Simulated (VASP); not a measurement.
Cl (space group Cmce): computed properties

These are r2SCAN meta-GGA, VASP's PBE PAW potentials (set 64) (plane waves; VASP) values and carry that method's errors.

| Quantity | Value |
|---|---|
| space group | Cmce (64) |
| cell | a = 6.494 Å, b = 4.098 Å, c = 8.293 Å, α = 90.00°, β = 90.00°, γ = 90.00° |
| volume per atom | 27.59 Å³/atom |
| band gap (over mesh and band path) | 2.69 eV |
| smallest direct gap (over mesh and band path) | 2.69 eV |
| band-edge character | direct, Γ to Γ |
| density | 2.13 g/cm³ |

```cif
data_Cl8
_chemical_formula_sum 'Cl8'
_space_group_name_H-M_alt 'Cmce'
_space_group_IT_number 64
_space_group_name_Hall '-C 2ac 2'
_cell_length_a 6.49384
_cell_length_b 4.09795
_cell_length_c 8.29303
_cell_angle_alpha 90.000
_cell_angle_beta 90.000
_cell_angle_gamma 90.000
loop_
_atom_site_label
_atom_site_type_symbol
_atom_site_symmetry_multiplicity
_atom_site_Wyckoff_symbol
_atom_site_fract_x
_atom_site_fract_y
_atom_site_fract_z
_atom_site_occupancy
Cl1 Cl 8 f 0.00000 0.38186 0.10545 1
```
(The calculation used a cell of 4 atoms; values per cell refer to that cell.)

The structure comes from a computed database's Cl entry (Cmce); how it stands against other phases isn't given here. It was relaxed first. Symmetry was kept, so distortions that lower it aren't found.
